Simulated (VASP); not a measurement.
Input:

```
BC32Si31
1.0
    8.75833     0.00000     0.00000
    0.00000     8.75833     0.00000
    0.00000     0.00000     8.75833
Si C B
31 32 1
Direct
  0.49890   0.99941   0.99946
  0.74912   0.24959   0.99944
  0.74911   0.99936   0.24970
  0.99938   0.99935   0.99941
  0.24969   0.24964   0.99917
  0.49966   0.49957   0.99907
  0.74886   0.74885   0.99918
  0.24970   0.99908   0.24976
  0.49927   0.25224   0.25234
  0.74546   0.49936   0.25244
  0.49964   0.99897   0.49966
  0.74546   0.25236   0.49947
  0.74884   0.99908   0.74889
  0.99944   0.49883   0.99948
  0.24964   0.74909   0.99946
  0.99914   0.24966   0.24977
  0.25228   0.49914   0.25235
  0.49945   0.74539   0.25245
  0.99945   0.99942   0.49895
  0.25227   0.25225   0.49925
  0.74606   0.74606   0.49854
  0.24963   0.99935   0.74915
  0.49946   0.25237   0.74548
  0.74608   0.49847   0.74614
  0.99943   0.74910   0.24974
  0.99905   0.49962   0.49968
  0.25241   0.74541   0.49948
  0.99943   0.24963   0.74917
  0.25239   0.49940   0.74549
  0.49851   0.74605   0.74614
  0.99915   0.74887   0.74891
  0.62534   0.12671   0.12679
  0.87416   0.37546   0.12661
  0.87413   0.12652   0.37555
  0.12546   0.12541   0.12553
  0.37558   0.37551   0.12569
  0.62506   0.62500   0.12470
  0.87522   0.87518   0.12514
  0.37558   0.12561   0.37561
  0.61649   0.38456   0.38466
  0.87502   0.62506   0.37497
  0.62502   0.12462   0.62507
  0.87503   0.37491   0.62510
  0.87522   0.12507   0.87523
  0.12673   0.62529   0.12679
  0.37553   0.87411   0.12663
  0.12565   0.37554   0.37562
  0.38462   0.61643   0.38464
  0.62506   0.87497   0.37497
  0.12673   0.12673   0.62535
  0.38458   0.38456   0.61655
  0.62081   0.62077   0.62086
  0.87456   0.87455   0.62516
  0.37550   0.12654   0.87416
  0.62508   0.37489   0.87504
  0.87458   0.62511   0.87461
  0.12657   0.87414   0.37557
  0.12466   0.62504   0.62509
  0.37492   0.87497   0.62508
  0.12657   0.37548   0.87419
  0.37494   0.62503   0.87505
  0.62510   0.87457   0.87460
  0.12508   0.87521   0.87531
  0.49267   0.49261   0.49266
```
Cell charge +1.

These are HSE06 screened hybrid, VASP's PBE PAW potentials (set 64) (plane waves; VASP 6.6.1) values and carry that method's errors. Run with PREC = Normal, LREAL = Auto, ISYM = 0, NELECT = 254.0, EDIFF = 1E-5, 400 eV cut-off, 1×1×1 Γ-centred mesh, Gaussian smearing of 0.050 eV, potentials Si C B.

The cell is charged, with a uniform compensating background. The supercell is sampled at Γ alone, which is coarse: total energies, pressure and levels can be off, energies of defects by several tenths of an eV.

Problem. Predict the energy per atom (σ→0).

Solution. 
| Property | Value |
|---|---|
| energy per atom (σ→0) | -8.773 eV/atom |

Total energies compare only between runs with the same potentials, cut-off and functional.

The cell is a supercell with a defect, built from SiC (zinc blende): B_Si, charge +1. The cell's shape comes from a PBE relaxation. The run is not spin-polarised, so no state with unpaired spins was tried.
